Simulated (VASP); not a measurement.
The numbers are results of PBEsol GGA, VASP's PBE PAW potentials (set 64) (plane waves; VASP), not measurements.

Input for VASP

File POSCAR:
```
ZrPbO3
4.1441570
  0.9999999122   0.0000000000   0.0000000000
  0.0000000000   0.9999999122   0.0000000000
  0.0000000000   0.0000000000   0.9999999122
Zr Pb O
1 1 3
Cartesian
  0.0000000000   0.0000000000   0.0000000000
  0.4999999561   0.4999999561   0.4999999561
  0.4999999561   0.0000000000   0.0000000000
  0.0000000000   0.4999999561   0.0000000000
  0.0000000000   0.0000000000   0.4999999561
```

INCAR:
```
! general
SYSTEM   =  ZrPbO3
PREC     =  Accurate
ENCUT    =  520
LREAL    =  F   ! projection in real space or not
LASPH    =  T
ICHARG   =  11   ! fixed density

! electronic loop
EDIFF    =  1E-7   ! SCF stop (eV)
NELM     =  100   ! most electronic steps
ALGO     =  Normal
LMAXMIX  =  4

! smearing
ISMEAR   =  0   ! Gaussian
SIGMA    =  0.05

! functional
GGA      =  PS

! output
LWAVE    =  F
LCHARG   =  F
LORBIT   =  11   ! lm-projected
```

**KPOINTS**
```
k-points along high-symmetry lines
15
Line-mode
Reciprocal
  0.000000   0.000000   0.000000 ! GAMMA
  0.000000   0.500000   0.000000 ! X

  0.000000   0.500000   0.000000 ! X
  0.500000   0.500000   0.000000 ! M

  0.500000   0.500000   0.000000 ! M
  0.000000   0.000000   0.000000 ! GAMMA

  0.000000   0.000000   0.000000 ! GAMMA
  0.500000   0.500000   0.500000 ! R

  0.500000   0.500000   0.500000 ! R
  0.000000   0.500000   0.000000 ! X

  0.500000   0.500000   0.500000 ! R
  0.500000   0.500000   0.000000 ! M
```

POTCAR, in this order: Zr_sv Pb_d O (PBE.64 set). Program: vasp_std. Read from the step before: CHGCAR.

What VASP printed:

### OSZICAR
```
       N       E                     dE             d eps       ncg     rms          rms(c)
DAV:   1     0.532685195603E+03    0.53269E+03   -0.23589E+04  4680   0.197E+03
DAV:   2     0.242601766824E+02   -0.50843E+03   -0.49726E+03  5142   0.523E+02
DAV:   3    -0.373004088219E+02   -0.61561E+02   -0.58603E+02  6262   0.176E+02
DAV:   4    -0.408991291514E+02   -0.35987E+01   -0.35855E+01  7450   0.395E+01
DAV:   5    -0.410164226452E+02   -0.11729E+00   -0.11719E+00  6760   0.595E+00
DAV:   6    -0.410190168107E+02   -0.25942E-02   -0.25937E-02  7326   0.858E-01
DAV:   7    -0.410190651411E+02   -0.48330E-04   -0.48328E-04  6736   0.101E-01
DAV:   8    -0.410190659338E+02   -0.79272E-06   -0.79270E-06  7084   0.127E-02
DAV:   9    -0.410190659493E+02   -0.15470E-07   -0.15472E-07  5272   0.168E-03
   1 F= -.41019066E+02 E0= -.41019066E+02  d E =-.571576E-17
```

File OUTCAR:
```
 val. band max:        5.3839195314   @ k =   0.5000   0.5000   0.0000

 cond. band min:       7.7068238153   @ k =   0.0000   0.5000   0.0000



 k-point     1 :       0.0000    0.0000    0.0000
  band No.  band energies     occupation
      1     -41.3723      2.00000
      2     -19.6122      2.00000
      3     -19.6122      2.00000
      4     -19.6122      2.00000
      5     -11.3472      2.00000
      6     -10.9332      2.00000
      7     -10.9332      2.00000
      8     -10.2513      2.00000
      9     -10.2513      2.00000
     10     -10.2513      2.00000
     11     -10.0880      2.00000
     12     -10.0880      2.00000
     13      -0.8396      2.00000
     14       2.8302      2.00000
     15       2.8302      2.00000
     16       2.8302      2.00000
     17       4.3498      2.00000
     18       4.3498      2.00000
     19       4.3498      2.00000
     20       4.9898      2.00000
     21       4.9898      2.00000
     22       4.9898      2.00000
     23       9.0628      0.00000
     24       9.0628      0.00000
     25       9.0628      0.00000
     26      11.8468      0.00000

 k-point     2 :       0.0000    0.0357    0.0000
  band No.  band energies     occupation
      1     -41.3722      2.00000
      2     -19.6162      2.00000
      3     -19.6121      2.00000
      4     -19.6121      2.00000
      5     -11.3403      2.00000
      6     -10.9312      2.00000
      7     -10.9261      2.00000
      8     -10.2515      2.00000
      9     -10.2515      2.00000
     10     -10.2513      2.00000
     11     -10.0900      2.00000
     12     -10.0863      2.00000
     13      -0.8527      2.00000
     14       2.8316      2.00000
     15       2.8316      2.00000
     16       2.8444      2.00000
     17       4.3405      2.00000
     18       4.3405      2.00000
     19       4.3465      2.00000
     20       4.9493      2.00000
     21       4.9864      2.00000
     22       4.9864      2.00000
     23       9.0634      0.00000
...
```

The density is held fixed in this step, so its total energy and stress have no physical meaning. Unless said otherwise, spin-orbit coupling is left out, though it shifts the bands of the heavy elements here.

The structure comes from a computed database's ZrPbO3 entry (Pm-3m); how it stands against other phases isn't given here. It was relaxed first.
